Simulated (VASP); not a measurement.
Input:

```
CELL_PARAMETERS angstrom
      0.00000     1.79531     1.79531
      1.79531     0.00000     1.79531
      1.79531     1.79531     0.00000
ATOMIC_POSITIONS crystal
  C  0.00000 0.00000 0.00000
  C  0.25000 0.25000 0.25000
```

The numbers are results of SCAN meta-GGA, VASP's PBE PAW potentials (set 64) (plane waves; VASP), not measurements. Numerical set-up: 520 eV cut-off, 13×13×13 Γ-centred mesh, Gaussian smearing of 0.050 eV, potentials C.

### Question
What does the run give for the energy per atom (σ→0), pressure?

### Answer

```json
{
 "energy per atom (σ→0)": "-9.998 eV/atom",
 "pressure": "-127.7 kbar"
}
```

Total energies compare only between runs with the same potentials, cut-off and functional.

The compound is C in the diamond structure. This cell is one point of a volume scan, at 1.03 of the reference volume.
